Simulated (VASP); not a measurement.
# Quasiparticle energies of MoS2 in VASP

How does the gap of MoS2 change from the starting functional to GW? The cell has space group P6_3/mmc. The start is a cell from a database of measured crystal structures.

Main program and level: VASP 6.6.1; PBE, no spin polarisation; plane waves and PAW (Mo_sv_GW, S_GW), in the first sound run; inputs show where later runs differ.

The database entry behind the starting cell differs from later determinations by our own check (about 0.3 % long), so it need not match the best structure at ambient conditions.

### Step 1. Starting point

It takes space group P6_3/mmc (No. 194, hexagonal). The conventional cell has a = 3.169 Å, b = 3.169 Å, c = 12.324 Å, α = 90.00°, β = 90.00°, γ = 120.00°. Mo has 6 S at 2.41 Å nearest. S has 3 Mo at 2.41 Å nearest. Farther neighbours and most contacts between anions are not listed.

Structure file:

```xyz
6
Lattice="3.1690 0.0000 0.0000 -1.5845 2.7444 0.0000 0.0000 0.0000 12.3240" Properties=species:S:1:pos:R:3 pbc="T T T"
Mo    0.0000    1.8296    3.0810
Mo    1.5845    0.9148    9.2430
S     0.0000    1.8296    7.6779
S     1.5845    0.9148    1.5159
S     0.0000    1.8296   10.8081
S     1.5845    0.9148    4.6461
```

### Step 2. Ground state

The orbitals come from a self-consistent PBE run with a tight EDIFF and a narrow smearing. KPOINTS_OPT adds the bands along a path, which shows whether the mesh holds the band edges.

Input file INCAR:

```
SYSTEM = MoS2
PREC = Accurate
ENCUT = 370
EDIFF = 1E-08
NELM = 100
ISMEAR = 0
SIGMA = 0.01
LREAL = .FALSE.
ALGO = Normal
GGA = PE
NBANDS = 32
LASPH = .TRUE.
LORBIT = 11
LWAVE = .TRUE.
LCHARG = .FALSE.
KPAR = 8
```

Input file POSCAR:

```
MoS2
1.0
    3.1690000000      0.0000000000      0.0000000000
   -1.5845000000      2.7444345046      0.0000000000
    0.0000000000      0.0000000000     12.3240000000
Mo S
2 4
Direct
    0.3333333333      0.6666666667      0.2500000000
    0.6666666667      0.3333333333      0.7500000000
    0.3333333333      0.6666666667      0.6230000000
    0.6666666667      0.3333333333      0.1230000000
    0.3333333333      0.6666666667      0.8770000000
    0.6666666667      0.3333333333      0.3770000000
```

Input file KPOINTS:

```
Automatic mesh
0
Gamma
6 6 2
0 0 0
```

Input file KPOINTS_OPT:

```
Line mode
12
Line-mode
Reciprocal
  0.00000000   0.00000000   0.00000000 GAMMA
  0.50000000   0.00000000   0.00000000 M

  0.50000000   0.00000000   0.00000000 M
  0.33333333   0.33333333   0.00000000 K

  0.33333333   0.33333333   0.00000000 K
  0.00000000   0.00000000   0.00000000 GAMMA

  0.00000000   0.00000000   0.00000000 GAMMA
  0.00000000   0.00000000   0.50000000 A

  0.00000000   0.00000000   0.50000000 A
  0.50000000   0.00000000   0.50000000 L

  0.50000000   0.00000000   0.50000000 L
  0.33333333   0.33333333   0.50000000 H

  0.33333333   0.33333333   0.50000000 H
  0.00000000   0.00000000   0.50000000 A

  0.50000000   0.00000000   0.50000000 L
  0.50000000   0.00000000   0.00000000 M

  0.33333333   0.33333333   0.00000000 K
  0.33333333   0.33333333   0.50000000 H
```

Potentials, in the order of the species: Mo_sv_GW and S_GW (PBE family, release 64).

Launch:

```sh
$ mpirun -np 8 vasp_std
```

The log of the run:

```text
[banner, memory and clock lines left out]
running    8 mpi-ranks, on    1 nodes
 distrk:  each k-point on    1 cores,    8 groups
 distr:  one band on    1 cores,    1 groups

 POSCAR found type information on POSCAR MoS
 POSCAR found :  2 types and       6 ions
|                                                                             |
|           W    W    AA    RRRRR   N    N  II  N    N   GGGG   !!!           |
|           W    W   A  A   R    R  NN   N  II  NN   N  G    G  !!!           |
|           W    W  A    A  R    R  N N  N  II  N N  N  G       !!!           |
|           W WW W  AAAAAA  RRRRR   N  N N  II  N  N N  G  GGG   !            |
|           WW  WW  A    A  R   R   N   NN  II  N   NN  G    G                |
|           W    W  A    A  R    R  N    N  II  N    N   GGGG   !!!           |
|                                                                             |
|     For optimal performance we recommend to set                             |
|       NCORE = 2 up to number-of-cores-per-socket                            |
|     NCORE specifies how many cores store one orbital (NPAR=cpu/NCORE).      |
|     This setting can greatly improve the performance of VASP for DFT.       |
|     The default, NCORE=1 might be grossly inefficient on modern             |
|     multi-core architectures or massively parallel machines. Do your        |
|     Unfortunately you need to use the default for GW and RPA                |
|     calculations (for HF NCORE is supported but not extensively tested      |
|     yet).                                                                   |
|                                                                             |

 LDA part: xc-table for (Slater+PW92), standard interpolation
 POSCAR, INCAR and KPOINTS ok, starting setup
 FFT: planning ... GRIDC
 FFT: planning ... GRID_SOFT
 FFT: planning ... GRID
 WAVECAR not read
 entering main loop
       N       E                     dE             d eps       ncg     rms          rms(c)
DAV:   1     0.364523986198E+03    0.36452E+03   -0.24615E+04  1040   0.122E+03
DAV:   2    -0.210596738547E+02   -0.38558E+03   -0.37773E+03  1352   0.507E+02
DAV:   3    -0.507458556829E+02   -0.29686E+02   -0.29492E+02  1304   0.124E+02
DAV:   4    -0.521247699947E+02   -0.13789E+01   -0.13744E+01  1448   0.301E+01
DAV:   5    -0.521948213373E+02   -0.70051E-01   -0.69963E-01  1520   0.595E+00    0.147E+01
DAV:   6    -0.466310784053E+02    0.55637E+01   -0.51256E+01  1560   0.477E+01    0.728E+00
DAV:   7    -0.451611848331E+02    0.14699E+01   -0.10932E+01  1616   0.232E+01    0.385E+00
DAV:   8    -0.451025283519E+02    0.58656E-01   -0.67609E-01  1352   0.543E+00    0.987E-01
DAV:   9    -0.451087843403E+02   -0.62560E-02   -0.72543E-02  1512   0.162E+00    0.446E-01
DAV:  10    -0.451071397939E+02    0.16445E-02   -0.16657E-02  1560   0.108E+00    0.163E-01
DAV:  11    -0.451070139484E+02    0.12585E-03   -0.32368E-03  1488   0.474E-01    0.710E-02
DAV:  12    -0.451069031373E+02    0.11081E-03   -0.63021E-04  1504   0.183E-01    0.111E-02
DAV:  13    -0.451069118322E+02   -0.86948E-05   -0.53810E-05  1280   0.380E-02    0.890E-03
DAV:  14    -0.451069115467E+02    0.28540E-06   -0.51628E-06  1392   0.181E-02    0.209E-03
DAV:  15    -0.451069118128E+02   -0.26609E-06   -0.74023E-07  1224   0.462E-03    0.653E-04
DAV:  16    -0.451069119172E+02   -0.10439E-06   -0.90094E-08  1200   0.177E-03    0.317E-04
DAV:  17    -0.451069119532E+02   -0.36015E-07   -0.48889E-09   776   0.731E-04    0.148E-04
DAV:  18    -0.451069119645E+02   -0.11293E-07   -0.27288E-09   784   0.481E-04    0.463E-05
DAV:  19    -0.451069119764E+02   -0.11859E-07   -0.89671E-10   768   0.358E-04    0.217E-05
DAV:  20    -0.451069119701E+02    0.62519E-08   -0.44483E-10   784   0.258E-04
   1 F= -.45106912E+02 E0= -.45106912E+02  d E =-.496046E-24
 Start KPOINTS_OPT (optional k-point list driver)
k-point batch [1-14\108]
       N       E                     dE             ncg
DAV:   1    -0.639441424255E+03   -0.13013E+05     1024
DAV:   2    -0.631802998346E+04   -0.56786E+04     1288
DAV:   3    -0.679998611445E+04   -0.48196E+03     1328
DAV:   4    -0.682456915436E+04   -0.24583E+02     1512
DAV:   5    -0.682580971935E+04   -0.12406E+01     1496
DAV:   6    -0.682589922722E+04   -0.89508E-01     1552
DAV:   7    -0.682590723944E+04   -0.80122E-02     1456
DAV:   8    -0.682590822121E+04   -0.98177E-03     1528
DAV:   9    -0.682590839120E+04   -0.16999E-03     1496
DAV:  10    -0.682590841986E+04   -0.28656E-04     1440
DAV:  11    -0.682590842362E+04   -0.37685E-05     1048
DAV:  12    -0.682590842416E+04   -0.54010E-06      824
DAV:  13    -0.682590842426E+04   -0.94102E-07      784
DAV:  14    -0.682590842428E+04   -0.17794E-07      784
DAV:  15    -0.682590842428E+04   -0.32051E-08      784
[...]
k-point batch [99-108\108]
       N       E                     dE             ncg
DAV:   1     0.590651369054E+04   -0.19650E+05      728
DAV:   2     0.226213057608E+04   -0.36444E+04      952
DAV:   3     0.198245125958E+04   -0.27968E+03      888
DAV:   4     0.196545123311E+04   -0.17000E+02     1064
DAV:   5     0.196475589632E+04   -0.69534E+00     1064
DAV:   6     0.196471745629E+04   -0.38440E-01     1080
DAV:   7     0.196471408489E+04   -0.33714E-02     1000
DAV:   8     0.196471373675E+04   -0.34814E-03     1080
DAV:   9     0.196471370263E+04   -0.34126E-04     1008
DAV:  10     0.196471369866E+04   -0.39651E-05      888
DAV:  11     0.196471369815E+04   -0.50617E-06      680
DAV:  12     0.196471369811E+04   -0.39925E-07      632
DAV:  13     0.196471369811E+04   -0.24888E-08      568
 writing wavefunctions
```

It took 35 s on 8 MPI ranks of AMD EPYC 9R45, shared host; peak memory 1.7 GiB; 4.2 min of CPU time.

Lines that name or quote the potential files are left out of all logs, and their timing lines are given in words.

From OUTCAR (step 2):

```text
ion  position               nearest neighbor table
   1  0.333  0.667  0.250-   4 2.41   6 2.41   4 2.41   6 2.41   4 2.41   6 2.41
   2  0.667  0.333  0.750-   3 2.41   5 2.41   3 2.41   5 2.41   3 2.41   5 2.41
   3  0.333  0.667  0.623-   2 2.41   2 2.41   2 2.41
   4  0.667  0.333  0.123-   1 2.41   1 2.41   1 2.41
   5  0.333  0.667  0.877-   2 2.41   2 2.41   2 2.41
   6  0.667  0.333  0.377-   1 2.41   1 2.41   1 2.41

  LATTYP: Found a hexagonal cell.
 ALAT       =     3.1690000000
 C/A-ratio  =     3.8889239508

 Subroutine GETGRP returns: Found 24 space group operations
 (whereof 12 operations were pure point group operations)

The static configuration has the point symmetry D_3d.
 The point group associated with its full space group is D_6h.

 Found     14 irreducible k-points:

   k-points           NKPTS =     14   k-points in BZ     NKDIM =     14   number of bands    NBANDS=     32

   dimension x,y,z NGX =    20 NGY =   20 NGZ =   80
   dimension x,y,z NGXF=    40 NGYF=   40 NGZF=  160

   ENCUT  =  370.0 eV  27.19 Ry    5.21 a.u.   4.97  4.97 19.33*2*pi/ulx,y,z

   NELECT =      52.0000    total number of electrons

 k-points in reciprocal lattice and weights: Automatic mesh
   0.00000000  0.00000000  0.00000000       0.014
   0.16666667 -0.00000000  0.00000000       0.083
   0.33333333 -0.00000000  0.00000000       0.083
   0.50000000 -0.00000000  0.00000000       0.042
   0.16666667  0.16666667  0.00000000       0.083
   0.33333333  0.16666667  0.00000000       0.167
   0.33333333  0.33333333  0.00000000       0.028
   0.00000000  0.00000000  0.50000000       0.014
   0.16666667 -0.00000000  0.50000000       0.083
[...]
0.33333333  0.16666667  0.50000000       0.167
   0.33333333  0.33333333  0.50000000       0.028

 average (electrostatic) potential at core
       1 -99.9671       2 -99.9671       3 -87.7891       4 -87.7891       5 -87.7891
       6 -87.7891

 E-fermi :   7.5325

 k-point     1 :       0.0000    0.0000    0.0000
  band No.  band energies     occupation
    ...
     22       5.3325      2.00000
     23       5.3325      2.00000
     24       6.2779      2.00000
     25       6.3170      2.00000
     26       7.4643      2.00000
     27       9.5602      0.00000
     28       9.5652      0.00000
     29       9.5875      0.00000
     30       9.5894      0.00000
     31       9.7314      0.00000
    ...

 k-point     2 :       0.1667   -0.0000    0.0000
  band No.  band energies     occupation
    ...
     22       4.7832      2.00000
     23       5.4056      2.00000
     24       6.2773      2.00000
     25       6.2986      2.00000
     26       6.6929      2.00000
     27       8.9519      0.00000
     28       9.3154      0.00000
     29       9.3255      0.00000
     30       9.5197      0.00000
     31       9.5359      0.00000
    ...

 k-point     3 :       0.3333   -0.0000    0.0000
  band No.  band energies     occupation
    ...
     22       5.3893      2.00000
     23       5.4219      2.00000
     24       5.5068      2.00000
     25       5.6666      2.00000
     26       5.9228      2.00000
     27       8.8542      0.00000
     28       8.9528      0.00000
     29       9.1085      0.00000
     30       9.5654      0.00000
     31       9.9187      0.00000
    ...

  Total        1.2039757      1.2039757      1.5285772      0.0000000      0.0000000      0.0000000
  in kB       17.9970575     17.9970575     22.8492086      0.0000000      0.0000000      0.0000000
  external PRESSURE =      19.6144412 kB  Pullay stress =       0.0000000 kB

  energy-cutoff  :      370.00
  volume of cell :      107.18
      direct lattice vectors                 reciprocal lattice vectors
     3.169000000  0.000000000  0.000000000     0.315556958  0.182186895  0.000000000
    -1.584500000  2.744434505  0.000000000     0.000000000  0.364373789  0.000000000
     0.000000000  0.000000000 12.324000000     0.000000000  0.000000000  0.081142486

 POSITION                                       TOTAL-FORCE (eV/Angst)
 -----------------------------------------------------------------------------------
     -0.00000      1.82962      3.08100        -0.000000      0.000000     -0.000000
      1.58450      0.91481      9.24300        -0.000000     -0.000000     -0.000000
     -0.00000      1.82962      7.67785        -0.000000      0.000000      0.034328
      1.58450      0.91481      1.51585         0.000000      0.000000      0.034328
     -0.00000      1.82962     10.80815        -0.000000      0.000000     -0.034328
      1.58450      0.91481      4.64615         0.000000     -0.000000     -0.034328
 -----------------------------------------------------------------------------------
    total drift:                               -0.000000      0.000000     -0.000000

  FREE ENERGIE OF THE ION-ELECTRON SYSTEM (eV)
  ---------------------------------------------------
  free  energy   TOTEN  =       -45.1069119701 eV

  energy  without entropy=      -45.1069119701  energy(sigma->0) =      -45.10691197

 total charge
# of ion       s       p       d       f       tot
--------------------------------------------------
    1        2.108   6.046   3.045   0.029  11.228
    2        2.108   6.046   3.045   0.029  11.228
    3        1.355   2.302   0.071   0.000   3.728
    4        1.355   2.302   0.071   0.000   3.728
    5        1.355   2.302   0.071   0.000   3.728
    6        1.355   2.302   0.071   0.000   3.728
--------------------------------------------------
tot          9.636  21.300   6.374   0.058  37.368

[... 3 further parts left out ...]
```

This step gave:

| Property | Result |
| --- | --- |
| free energy (TOTEN) | -45.11 eV |
| Fermi energy | 7.532 eV |
| pressure | 1.961 GPa |
| least gap on mesh and path | 0.8755 eV |
| least direct gap on mesh and path | 1.654 eV |

The highest empty bands on the path are converged less tightly, to about 0.1 eV. The electronic bands at the labelled points (eV, zero at the valence-band top; v1 is the highest filled band, c1 the lowest empty one):

```csv
point,v4,v3,v2,v1,c1,c2,c3,c4
Γ,-2.13,-1.19,-1.15,0.00,2.10,2.10,2.12,2.17
0.45 of the way,-2.22,-1.48,-1.37,-1.24,1.23,1.65,1.87,1.98
M,-1.73,-1.53,-1.40,-1.28,1.60,1.64,2.00,2.26
0.45 of the way,-2.74,-2.34,-1.11,-0.93,1.48,1.60,2.23,2.43
K,-2.70,-2.70,-0.77,-0.61,1.05,1.05,1.84,2.83
0.45 of the way,-1.83,-1.75,-1.49,-1.47,0.88,1.65,1.77,1.86
Γ,-2.13,-1.19,-1.15,0.00,2.10,2.10,2.12,2.13
0.55 of the way,-2.14,-1.90,-0.59,-0.08,2.10,2.10,2.11,2.12
A,-2.15,-2.15,-0.27,-0.27,2.10,2.10,2.11,2.21
0.55 of the way,-2.14,-2.14,-1.49,-1.49,1.57,1.57,1.64,1.64
L,-1.63,-1.63,-1.33,-1.33,1.62,1.62,2.14,2.14
0.45 of the way,-2.58,-2.58,-1.01,-1.01,1.54,1.54,2.29,2.29
H,-2.87,-2.87,-0.70,-0.70,1.05,1.05,2.30,2.30
0.55 of the way,-1.69,-1.69,-1.40,-1.40,1.26,1.26,1.79,1.79
A,-2.15,-2.15,-0.27,-0.27,2.10,2.10,2.11,2.17
jump to L,-1.63,-1.63,-1.33,-1.33,1.62,1.62,2.14,2.14
0.45 of the way,-1.70,-1.57,-1.37,-1.29,1.61,1.64,2.05,2.22
M,-1.73,-1.53,-1.40,-1.28,1.60,1.64,2.00,2.26
jump to K,-2.70,-2.70,-0.77,-0.61,1.05,1.05,1.84,2.83
0.45 of the way,-2.76,-2.76,-0.75,-0.63,1.05,1.05,1.95,2.71
H,-2.87,-2.87,-0.70,-0.70,1.05,1.05,2.30,2.30
```

Of the projections kept (Mo, S), the largest for each band there, as a share of the weight inside these atoms' spheres; weight between the spheres isn't counted:

```csv
point,v4,v3,v2,v1,c1,c2,c3,c4
Γ,Mo 0.56,S 0.95,Mo 0.80,Mo 0.65,S 0.54,S 0.54,S 0.56,S 0.57
M,S 0.87,S 0.85,Mo 0.57,Mo 0.66,Mo 0.95,Mo 0.94,Mo 0.90,Mo 0.89
K,S 0.71,S 0.71,Mo 0.83,Mo 0.80,Mo 0.90,Mo 0.90,Mo 0.70,Mo 0.76
Γ,Mo 0.56,S 0.95,Mo 0.80,Mo 0.65,S 0.54,S 0.54,S 0.56,S 0.56
A,Mo 0.55,Mo 0.55,Mo 0.59,Mo 0.59,S 0.55,S 0.55,S 0.55,S 0.59
L,S 0.86,S 0.86,Mo 0.62,Mo 0.62,Mo 0.95,Mo 0.95,Mo 0.89,Mo 0.89
```

The cell has a gap of 0.876 eV on mesh and path. Spin-orbit coupling is left out, which can shift or reorder these edges.

### Step 3. Empty bands

ALGO = Exact makes the empty bands from the converged ground state in one step. LOPTICS writes the k-derivatives of the orbitals (WAVEDER), which give the long-wavelength limit of the screening.

Input file INCAR:

```
SYSTEM = MoS2
PREC = Accurate
ENCUT = 370
ISMEAR = 0
SIGMA = 0.01
LREAL = .FALSE.
GGA = PE
NBANDS = 176
LASPH = .TRUE.
ALGO = Exact
NELM = 1
LWAVE = .TRUE.
LCHARG = .FALSE.
LOPTICS = .TRUE.
NEDOS = 1000
CSHIFT = 0.1
```

POSCAR is that of step 2.

KPOINTS is that of step 2.

Launch:

```sh
$ mpirun -np 8 vasp_std
```

The log of the run:

```text
[banner, memory and clock lines left out]
running    8 mpi-ranks, on    1 nodes
 distrk:  each k-point on    8 cores,    1 groups
 distr:  one band on    1 cores,    8 groups

 POSCAR found type information on POSCAR MoS
 POSCAR found :  2 types and       6 ions
 [... a notice as in an earlier step ...]

 LDA part: xc-table for (Slater+PW92), standard interpolation
 found WAVECAR, reading the header
  number of bands has changed, file:    32 present:   176
  trying to continue reading WAVECAR, but it might fail
 POSCAR, INCAR and KPOINTS ok, starting setup
 FFT: planning ... GRIDC
 FFT: planning ... GRID_SOFT
 FFT: planning ... GRID
 reading WAVECAR
 random initialization beyond band           32
 the WAVECAR file was read successfully
 initial charge from wavefunction
 entering main loop
       N       E                     dE             d eps       ncg     rms          rms(c)
DIA:   1    -0.451069119705E+02   -0.45107E+02    0.00000E+00     0   0.000E+00
   1 F= -.45106912E+02 E0= -.45106912E+02  d E =-.112501-109
 writing wavefunctions
 optical routines
 imaginary and real dielectric function
 recalculating local potential from charge density
 direction            1
 direction            2
 direction            3
```

Elapsed: 27 s, on 8 MPI ranks; peak memory 2 GiB; 3.2 min of CPU time.

Parts of OUTCAR (step 3):

```text
 Found     14 irreducible k-points:

   k-points           NKPTS =     14   k-points in BZ     NKDIM =     14   number of bands    NBANDS=    176

   NELECT =      52.0000    total number of electrons

 E-fermi :   7.6205

 k-point     1 :       0.0000    0.0000    0.0000
  band No.  band energies     occupation
    ...
     22       5.3325      2.00000
     23       5.3325      2.00000
     24       6.2779      2.00000
     25       6.3170      2.00000
     26       7.4643      2.00000
     27       9.5597      0.00000
     28       9.5597      0.00000
     29       9.5874      0.00000
     30       9.5874      0.00000
     31       9.7266      0.00000
    ...

 k-point     2 :       0.1667   -0.0000    0.0000
  band No.  band energies     occupation
    ...
     22       4.7832      2.00000
     23       5.4056      2.00000
     24       6.2773      2.00000
     25       6.2986      2.00000
     26       6.6929      2.00000
     27       8.9519      0.00000
     28       9.3154      0.00000
     29       9.3254      0.00000
     30       9.5196      0.00000
     31       9.5354      0.00000
    ...

  Total        1.2037713      1.2037713      1.5280322      0.0000000      0.0000000     -0.0000000
  in kB       17.9940025     17.9940025     22.8410615      0.0000000      0.0000000     -0.0000000
  external PRESSURE =      19.6096888 kB  Pullay stress =       0.0000000 kB

 POSITION                                       TOTAL-FORCE (eV/Angst)
 -----------------------------------------------------------------------------------
     -0.00000      1.82962      3.08100        -0.000000      0.000000      0.000000
      1.58450      0.91481      9.24300         0.000000     -0.000000      0.000000
     -0.00000      1.82962      7.67785         0.000000     -0.000000      0.034317
      1.58450      0.91481      1.51585         0.000000     -0.000000      0.034317
     -0.00000      1.82962     10.80815        -0.000000     -0.000000     -0.034317
      1.58450      0.91481      4.64615         0.000000     -0.000000     -0.034317
 -----------------------------------------------------------------------------------
    total drift:                               -0.000000      0.000000     -0.000000

  FREE ENERGIE OF THE ION-ELECTRON SYSTEM (eV)
  ---------------------------------------------------
  free  energy   TOTEN  =       -45.1069119705 eV

  energy  without entropy=      -45.1069119705  energy(sigma->0) =      -45.10691197

 plasma frequency squared (from intraband transitions) (eV^2)
  --------------------------------------------------------------------------------------
       0.000      -0.000       0.000
      -0.000       0.000      -0.000
       0.000      -0.000       0.000

[... 13 parts as in an earlier step ...]
```

The gap is read on the k-mesh alone, so it is an upper bound where the band edges lie off the mesh, and a coarse mesh can show a gap where there is none.

A gap read on the k-mesh alone can miss the band edges.

Numbers from this step:

* gap on the k-mesh: 0.8848 eV
* least direct gap on the k-mesh: 1.654 eV

WAVECAR now holds 176 bands for 52 electrons. Its independent-particle dielectric tensor has xx, yy, zz = 16.6, 16.6, 10.0 on this mesh. It isn't tested for convergence in mesh or bands and lacks local fields, and at a small direct gap a coarse mesh makes it too large, which overscreens the GW step.

(Continued in part 2 of 4.)

[Lines on the potential files, build, host, timing and source positions are cut from VASP's logs without a mark.]

[Logs are printed without paths, hosts, clocks, repeated set-up lines and the standing remarks that a program may print on its own settings, such as how far it seeks lower states.]

[Hosts, paths, dates, database ids (printed as entryN), source tags and the programs' standing remarks are cut or masked in the printed files.]

[Pressures printed for these runs are not shown converged in the cutoff: they can be off by several GPa and have the wrong sign.]

[In band tables of VASP the shares of atoms and orbitals are scaled to a sum of 1 inside the atoms' spheres.]
